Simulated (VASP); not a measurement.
Given:

```
CELL_PARAMETERS angstrom
      0.00000     2.27315     2.27315
      2.27315     0.00000     2.27315
      2.27315     2.27315     0.00000
ATOMIC_POSITIONS crystal
  B  0.00000 0.00000 0.00000
  P  0.25000 0.25000 0.25000
```

Computed with B3LYP hybrid, VASP's PBE PAW potentials (set 64) (plane waves; VASP 6.6.1). Settings: 520 eV cut-off, 8×8×8 Γ-centred mesh, Gaussian smearing of 0.050 eV, potentials B P.

Problem. Give the stress tensor in GPa (positive for a compressed cell).

Solution. 
```
1.29  0.00  0.00
0.00  1.29  0.00
0.00  0.00  1.29
```
The pressure is its mean diagonal, 1.29 GPa.

The compound is BP in the zinc blende structure. It was relaxed first. The cell's shape comes from a PBE relaxation.
